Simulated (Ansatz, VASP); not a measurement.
# CuF2 (CuF2 monolayer): VASP beside Ansatz, part 2 of 3

One calculation is typed for both programs; each brings its own data sets. How far apart do they land? The cell is taken from a series of runs on this material, whose earlier steps may have relaxed, scaled, displaced or heated it; both programs get it as it stands.

VASP 6.6.1 and Ansatz 0.2.0.

So far: The structure; Ansatz: single point, LDA, DFT+U, pair 1.

## (3) VASP: single point, LDA, DFT+U, pair 1

Level of this step: LDA, DFT+U (Cu d 4.5 eV), spin-polarised from a ferrimagnetic start; plane waves and PAW (Cu, F) (VASP).

The same cell, functional (in two slightly different forms), mesh and smearing now go to VASP, with its own data sets.

Lines of VASP's logs that name or quote its potential files are left out, and so is its time.

Contents of INCAR:

```
SYSTEM = CuF2
PREC = Accurate
ENCUT = 520
EDIFF = 1E-06
NELM = 200
ISMEAR = -1
SIGMA = 0.05
LREAL = .FALSE.
ALGO = Normal
GGA = PW92
NBANDS = 52
ISPIN = 2
MAGMOM = 0.7 0.7 -0.65 0.01 0.09 0.01 0.09 0.01 0.01
LDAU = .TRUE.
LDAUTYPE = 2
LDAUL = 2 -1
LDAUU = 4.5 0
LDAUJ = 0 0
LDAUPRINT = 1
LASPH = .TRUE.
LMAXMIX = 4
LORBIT = 11
LWAVE = .FALSE.
LCHARG = .FALSE.
ISIF = 2
GGA_COMPAT = .FALSE.
KPAR = 2
```

Contents of POSCAR:

```
CuF2
1.0
    3.7327980000      3.7327980000      0.0000000000
    0.0000000000     11.1983940000      0.0000000000
    0.0000000000      0.0000000000     15.0000000000
Cu F
3 6
Direct
    0.0000000000      0.0000000000      0.5000000000
    0.0000000000      0.3333333333      0.5000000000
    0.0000000000      0.6666666667      0.5000000000
    0.5000000000      0.8333333333      0.5000000000
    0.5000000000      0.1666666667      0.5000000000
    0.5000000000      0.5000000000      0.5000000000
    0.0000000000      0.1666666667      0.5000000000
    0.0000000000      0.5000000000      0.5000000000
    0.0000000000      0.8333333333      0.5000000000
```

Contents of KPOINTS:

```
Automatic mesh
0
Gamma
9 6 1
0 0 0
```

The projector-augmented-wave data sets are Cu and F (LDA family, release 64).

Command:

```
$ mpirun -np 2 vasp_std
```

Numbers of over 12 decimals in the logs are rounded to 6 here.

What it wrote:

```text
[banner, memory and clock lines left out]
running    2 mpi-ranks, on    1 nodes
 distrk:  each k-point on    1 cores,    2 groups
 distr:  one band on    1 cores,    1 groups

 POSCAR found type information on POSCAR CuF
 POSCAR found :  2 types and       9 ions
|                                                                             |
|               ----> ADVICE to this user running VASP <----                  |
|                                                                             |
|     You enforced a specific xc type in the INCAR file but a different       |
|     [... a line on the potential file left out ...]
|     I HOPE YOU KNOW WHAT YOU ARE DOING!                                     |
|                                                                             |

 LDA part: xc-table for (Slater(with rela. corr.)+PW92), standard interpolation
 POSCAR, INCAR and KPOINTS ok, starting setup
 FFT: planning ... GRIDC
 FFT: planning ... GRID_SOFT
 FFT: planning ... GRID
 WAVECAR not read
 entering main loop
       N       E                     dE             d eps       ncg     rms          rms(c)
DAV:   1     0.836806110736E+03    0.83681E+03   -0.28063E+04  4160   0.117E+03
DAV:   2     0.140919573986E+03   -0.69589E+03   -0.61891E+03  5068   0.309E+02
DAV:   3    -0.318530166262E+02   -0.17277E+03   -0.16964E+03  5712   0.183E+02
DAV:   4    -0.422477133896E+02   -0.10395E+02   -0.10374E+02  5796   0.619E+01
DAV:   5    -0.423845295892E+02   -0.13682E+00   -0.13678E+00  5936   0.787E+00    0.178E+01
DAV:   6    -0.363082818069E+02    0.60762E+01   -0.52232E+01  6708   0.105E+02    0.642E+00
DAV:   7    -0.363778877004E+02   -0.69606E-01   -0.63471E+00  6324   0.390E+01    0.403E+00
DAV:   8    -0.363368862135E+02    0.41001E-01   -0.11159E+00  6440   0.122E+01    0.223E+00
DAV:   9    -0.362396925629E+02    0.97194E-01   -0.16597E-01  6692   0.166E+01    0.108E+00
DAV:  10    -0.362581260204E+02   -0.18433E-01   -0.85864E-02  6252   0.323E+00    0.439E-01
DAV:  11    -0.362608769718E+02   -0.27510E-02   -0.10399E-02  6176   0.273E+00    0.147E-01
DAV:  12    -0.362620390259E+02   -0.11621E-02   -0.23378E-03  5776   0.678E-01    0.919E-02
DAV:  13    -0.362633034649E+02   -0.12644E-02   -0.94612E-04  5804   0.579E-01    0.608E-02
DAV:  14    -0.362643004012E+02   -0.99694E-03   -0.46517E-04  5628   0.305E-01    0.472E-02
[...]
DAV:  21    -0.362673302701E+02   -0.13112E-03   -0.57675E-06  4592   0.252E-02    0.399E-03
DAV:  22    -0.362674205561E+02   -0.90286E-04   -0.98318E-06  5132   0.212E-02    0.492E-03
DAV:  23    -0.362674611037E+02   -0.40548E-04   -0.11916E-06  3372   0.124E-02    0.280E-03
DAV:  24    -0.362674845534E+02   -0.23450E-04   -0.22688E-06  3628   0.102E-02    0.942E-04
DAV:  25    -0.362674921100E+02   -0.75566E-05   -0.33262E-07  3212   0.563E-03    0.707E-04
DAV:  26    -0.362674953983E+02   -0.32883E-05   -0.12217E-07  3072   0.418E-03    0.501E-04
DAV:  27    -0.362674972145E+02   -0.18161E-05   -0.79441E-08  3096   0.326E-03    0.294E-04
DAV:  28    -0.362674978318E+02   -0.61735E-06   -0.43121E-08  3196   0.215E-03
   1 F= -.36267498E+02 E0= -.36267498E+02  d E =-.269014E-07  mag=     1.0000
```

Parts of OUTCAR (step 3):

```text
ion  position               nearest neighbor table
   1  0.000  0.000  0.500-   4 1.87   5 1.87   9 1.87   7 1.87
   2  0.000  0.333  0.500-   7 1.87   5 1.87   6 1.87   8 1.87
   3  0.000  0.667  0.500-   9 1.87   6 1.87   4 1.87   8 1.87
   4  0.500  0.833  0.500-   3 1.87   1 1.87
   5  0.500  0.167  0.500-   1 1.87   2 1.87
   6  0.500  0.500  0.500-   2 1.87   3 1.87
   7  0.000  0.167  0.500-   2 1.87   1 1.87
   8  0.000  0.500  0.500-   2 1.87   3 1.87
   9  0.000  0.833  0.500-   3 1.87   1 1.87

  LATTYP: Found a base centered orthorhombic cell.
 ALAT       =     5.2789735572
 B/A-ratio  =     3.0000000000
 C/A-ratio  =     2.8414614768

 Subroutine GETGRP returns: Found  8 space group operations
 (whereof  8 operations were pure point group operations)

The static configuration has the point symmetry D_2h.

 Found     20 irreducible k-points:

   k-points           NKPTS =     20   k-points in BZ     NKDIM =     20   number of bands    NBANDS=     52

   dimension x,y,z NGX =    40 NGY =   84 NGZ =  112
   dimension x,y,z NGXF=    80 NGYF=  168 NGZF=  224

   ENCUT  =  520.0 eV  38.22 Ry    6.18 a.u.   9.82 20.82 27.89*2*pi/ulx,y,z

   NELECT =      75.0000    total number of electrons

 k-points in reciprocal lattice and weights: Automatic mesh
   0.00000000  0.00000000  0.00000000       0.019
   0.11111111  0.00000000  0.00000000       0.074
   0.22222222  0.00000000  0.00000000       0.074
   0.33333333  0.00000000  0.00000000       0.037
   0.44444444  0.00000000  0.00000000       0.074
   0.00000000  0.16666667  0.00000000       0.037
   0.11111111  0.16666667  0.00000000       0.037
   0.22222222  0.16666667  0.00000000       0.074
   0.33333333  0.16666667  0.00000000       0.074
[...]
0.00000000  0.50000000  0.00000000       0.019
   0.33333333  0.50000000  0.00000000       0.037

atom =   1  type =  1  l = 2

 onsite density matrix

spin component  1

  0.9872  0.0000  0.0000  0.0000  0.0000
  0.0000  0.9792  0.0000  0.0000  0.0000
  0.0000  0.0000  0.9654  0.0000 -0.0000
  0.0000  0.0000  0.0000  0.9792  0.0000
  0.0000  0.0000 -0.0000  0.0000  1.0246

spin component  2

  0.9864  0.0000 -0.0000  0.0000  0.0000
  0.0000  0.9780  0.0000  0.0000  0.0000
 -0.0000  0.0000  0.9610  0.0000 -0.0000
  0.0000  0.0000  0.0000  0.9780  0.0000
  0.0000  0.0000 -0.0000  0.0000  0.2840

 occupancies and eigenvectors

  o =  0.2840  v =  0.0000  0.0000  0.0000  0.0000  0.0000 -0.0000 -0.0000 -0.0000 -0.0000 -1.0000      0.0000  0.0000  0.0000  0.0000  0.0000  0.0000  0.0000  0.0000  0.0000  0.0000
  o =  0.9610  v =  0.0000  0.0000  0.0000  0.0000  0.0000 -0.0003 -0.0000 -1.0000  0.0000  0.0000      0.0000  0.0000  0.0000  0.0000  0.0000  0.0000  0.0000  0.0000  0.0000  0.0000
  o =  0.9654  v = -0.0000  0.0000  1.0000  0.0000  0.0000  0.0000  0.0000  0.0000  0.0000  0.0000      0.0000  0.0000  0.0000  0.0000  0.0000  0.0000  0.0000  0.0000  0.0000  0.0000
  o =  0.9780  v =  0.0000  0.0000  0.0000  0.0000  0.0000  0.0000 -0.7071  0.0000  0.7071 -0.0000      0.0000  0.0000  0.0000  0.0000  0.0000  0.0000  0.0000  0.0000  0.0000  0.0000
  o =  0.9780  v =  0.0000  0.0000  0.0000  0.0000  0.0000 -0.0000  0.7071 -0.0000  0.7071 -0.0000      0.0000  0.0000  0.0000  0.0000  0.0000  0.0000  0.0000  0.0000  0.0000  0.0000
  o =  0.9792  v =  0.0000  0.7071  0.0000 -0.7071  0.0000  0.0000  0.0000  0.0000  0.0000  0.0000      0.0000  0.0000  0.0000  0.0000  0.0000  0.0000  0.0000  0.0000  0.0000  0.0000
  o =  0.9792  v =  0.0000  0.7071  0.0000  0.7071  0.0000  0.0000  0.0000  0.0000  0.0000  0.0000      0.0000  0.0000  0.0000  0.0000  0.0000  0.0000  0.0000  0.0000  0.0000  0.0000
  o =  0.9864  v =  0.0000  0.0000  0.0000  0.0000  0.0000 -1.0000 -0.0000  0.0003 -0.0000 -0.0000      0.0000  0.0000  0.0000  0.0000  0.0000  0.0000  0.0000  0.0000  0.0000  0.0000
  o =  0.9872  v = -1.0000  0.0000 -0.0000  0.0000  0.0000  0.0000  0.0000  0.0000  0.0000  0.0000      0.0000  0.0000  0.0000  0.0000  0.0000  0.0000  0.0000  0.0000  0.0000  0.0000
  o =  1.0246  v =  0.0000  0.0000  0.0000  0.0000 -1.0000  0.0000  0.0000  0.0000  0.0000  0.0000      0.0000  0.0000  0.0000  0.0000  0.0000  0.0000  0.0000  0.0000  0.0000  0.0000

atom =   2  type =  1  l = 2

 onsite density matrix

spin component  1

  0.9872  0.0000  0.0000  0.0000  0.0000
  0.0000  0.9792  0.0000  0.0000  0.0000
  0.0000  0.0000  0.9654  0.0000  0.0000
  0.0000  0.0000  0.0000  0.9792  0.0000
  0.0000  0.0000  0.0000  0.0000  1.0246

spin component  2

  0.9864  0.0000 -0.0000  0.0000  0.0000
[...]
o =  0.9777  v = -0.0000 -0.7071  0.0000  0.7071 -0.0000  0.0000  0.0000  0.0000  0.0000  0.0000      0.0000  0.0000  0.0000  0.0000  0.0000  0.0000  0.0000  0.0000  0.0000  0.0000
  o =  0.9789  v =  0.0000  0.0000  0.0000  0.0000  0.0000 -0.0000 -0.7071  0.0000 -0.7071  0.0000      0.0000  0.0000  0.0000  0.0000  0.0000  0.0000  0.0000  0.0000  0.0000  0.0000
  o =  0.9789  v =  0.0000  0.0000  0.0000  0.0000  0.0000 -0.0000 -0.7071  0.0000  0.7071 -0.0000      0.0000  0.0000  0.0000  0.0000  0.0000  0.0000  0.0000  0.0000  0.0000  0.0000
  o =  0.9861  v = -1.0000  0.0000 -0.0002 -0.0000 -0.0000  0.0000  0.0000  0.0000  0.0000  0.0000      0.0000  0.0000  0.0000  0.0000  0.0000  0.0000  0.0000  0.0000  0.0000  0.0000
  o =  0.9870  v =  0.0000  0.0000  0.0000  0.0000  0.0000 -1.0000  0.0000 -0.0005  0.0000 -0.0000      0.0000  0.0000  0.0000  0.0000  0.0000  0.0000  0.0000  0.0000  0.0000  0.0000
  o =  1.0134  v =  0.0000  0.0000  0.0000  0.0000  0.0000  0.0000 -0.0000 -0.0000 -0.0000 -1.0000      0.0000  0.0000  0.0000  0.0000  0.0000  0.0000  0.0000  0.0000  0.0000  0.0000

 average (electrostatic) potential at core
       1 -76.8416       2 -76.8416       3 -76.7190       4 -83.2608       5 -83.1170
       6 -83.2608       7 -83.1170       8 -83.2608       9 -83.2608

 E-fermi :  -5.5386

 spin component 1
 k-point     1 :       0.0000    0.0000    0.0000
  band No.  band energies     occupation
    ...
     34      -7.3275      1.00000
     35      -7.2060      1.00000
     36      -7.1920      1.00000
     37      -7.1854      1.00000
     38      -6.2663      1.00000
     39      -3.8472      0.00000
     40      -1.4479      0.00000
     41       0.5896      0.00000
     42       1.3121      0.00000
     43       1.4321      0.00000
    ...

 k-point     2 :       0.1111    0.0000    0.0000
  band No.  band energies     occupation
    ...
     34      -7.3133      1.00000
     35      -7.2763      1.00000
     36      -7.1429      1.00000
     37      -7.0337      1.00000
     38      -6.4424      1.00000
     39      -3.8723      0.00000
     40      -1.2284      0.00000
     41       0.6868      0.00000
     42       0.7794      0.00000
     43       1.4500      0.00000
    ...

 k-point     3 :       0.2222    0.0000    0.0000
  band No.  band energies     occupation
    ...
     34      -7.2749      1.00000
     35      -7.2706      1.00000
     36      -7.1459      1.00000
     37      -7.0292      1.00000
     38      -6.7817      1.00000
     39      -3.9710      0.00000
     40      -0.6223      0.00000
     41       0.3667      0.00000
     42       0.9693      0.00000
     43       1.4715      0.00000
    ...

 k-point     4 :       0.3333    0.0000    0.0000
  band No.  band energies     occupation
    ...
     34      -7.2952      1.00000
     35      -7.2614      1.00000
     36      -7.2163      1.00000
     37      -7.1822      1.00000
     38      -6.9156      1.00000
     39      -4.1505      0.00000
     40       0.2226      0.00000
     41       0.2372      0.00000
     42       1.3930      0.00000
     43       1.4073      0.00000
    ...

 k-point     5 :       0.4444    0.0000    0.0000
  band No.  band energies     occupation
    ...
     34      -7.2651      1.00000
     35      -7.2501      1.00000
     36      -7.1599      1.00000
     37      -7.1108      1.00000
     38      -6.9955      1.00000
     39      -4.3187      0.00000
     40       0.3652      0.00000
     41       0.7803      0.00000
     42       1.0853      0.00000
     43       1.4712      0.00000
    ...

 k-point     6 :       0.0000    0.1667    0.0000
  band No.  band energies     occupation
    ...
     34      -7.3769      1.00000
     35      -7.2840      1.00000
     36      -7.1653      1.00000
     37      -7.0222      1.00000
     38      -6.3523      1.00000
     39      -3.8072      0.00000
     40      -1.3377      0.00000
     41       0.6383      0.00000
     42       0.7056      0.00000
     43       1.3811      0.00000
    ...

  Total       -7.5653563     -7.5653563     -0.2551446      0.0110191      0.0000000      0.0000000
  in kB      -19.3311850    -19.3311850     -0.6519518      0.0281563      0.0000000      0.0000000
  external PRESSURE =     -13.1047740 kB  Pullay stress =       0.0000000 kB

  energy-cutoff  :      520.00
  volume of cell :      627.02
      direct lattice vectors                 reciprocal lattice vectors
     3.732798000  3.732798000  0.000000000     0.267895557  0.000000000  0.000000000
     0.000000000 11.198394000  0.000000000    -0.089298519  0.089298519  0.000000000
     0.000000000  0.000000000 15.000000000     0.000000000  0.000000000  0.066666667

 POSITION                                       TOTAL-FORCE (eV/Angst)
 -----------------------------------------------------------------------------------
      0.00000      0.00000      7.50000         0.074749     -0.074749      0.000000
      0.00000      3.73280      7.50000        -0.074749      0.074749      0.000000
      0.00000      7.46560      7.50000        -0.000000      0.000000      0.000000
      1.86640     11.19839      7.50000        -0.004749     -0.008312      0.000000
      1.86640      3.73280      7.50000        -0.000000      0.000000      0.000000
      1.86640      7.46560      7.50000         0.004749      0.008312      0.000000
      0.00000      1.86640      7.50000        -0.000000      0.000000      0.000000
      0.00000      5.59920      7.50000        -0.008312     -0.004749      0.000000
      0.00000      9.33199      7.50000         0.008312      0.004749      0.000000
 -----------------------------------------------------------------------------------
    total drift:                                0.000000     -0.000000      0.000000

  FREE ENERGIE OF THE ION-ELECTRON SYSTEM (eV)
  ---------------------------------------------------
  free  energy   TOTEN  =       -36.2674978318 eV

  energy  without entropy=      -36.2674978049  energy(sigma->0) =      -36.26749782

 total charge
# of ion       s       p       d       tot
------------------------------------------
    1        0.325   0.364   9.102   9.791
    2        0.325   0.364   9.102   9.791
    3        0.321   0.362   9.121   9.805
    4        1.722   4.339   0.000   6.061
    5        1.720   4.348   0.000   6.068
    6        1.722   4.339   0.000   6.061
    7        1.720   4.348   0.000   6.068
    8        1.722   4.339   0.000   6.061
    9        1.722   4.339   0.000   6.061
--------------------------------------------------
tot         11.297  27.142  27.326  65.765

 magnetization (x)
# of ion       s       p       d       tot
------------------------------------------
    1       -0.000   0.001   0.748   0.749
    2       -0.000   0.001   0.748   0.749
    3        0.013   0.009  -0.704  -0.681
    4        0.000   0.004   0.000   0.005
    5        0.006   0.074   0.000   0.080
    6        0.000   0.004   0.000   0.005
    7        0.006   0.074   0.000   0.080
    8        0.000   0.004   0.000   0.005
    9        0.000   0.004   0.000   0.005
--------------------------------------------------
tot          0.026   0.177   0.793   0.995

[... 6 further parts left out ...]
```

The magnetic state follows from one typed start and may not be the lowest.

## (4) Side by side

Known differences besides the potentials themselves: VASP starts from the moments at which Ansatz ended; U acts on the PAW sphere in VASP and on atomic orbitals in Ansatz, so only states and trends compare; the data sets hold 99 valence electrons in Ansatz (on its default PAW (the set named soft_2) files) and 75 in VASP; the cutoff is 420 eV in Ansatz and 520 eV in VASP; VASP's log shows a relativistic correction to its local exchange, Ansatz's none; site moments are counted in spheres of each program's own size. Total energies have different zeros and are not compared.

Both answers:

```csv
quantity,Ansatz,VASP,difference
total moment (μB),1.00,1.00,0.00
moment on Cu1 (μB),0.70,0.75,-0.05
moment on Cu2 (μB),0.70,0.75,-0.05
moment on Cu3 (μB),-0.65,-0.68,+0.04
moment on F5 (μB),0.09,0.08,+0.01
moment on F7 (μB),0.09,0.08,+0.01
```

With vacuum in the cell, a pressure given here is an average over mostly empty space and none of the material.

(Continued in part 3 of 3.)

[Lines on the potential files, build, host, timing and source positions are cut from VASP's logs without a mark.]

[Logs are printed without paths, hosts, clocks, repeated set-up lines and the standing remarks that a program may print on its own settings, such as how far it seeks lower states.]

[Hosts, paths, dates, database ids (printed as entryN), source tags and the programs' standing remarks are cut or masked in the printed files.]
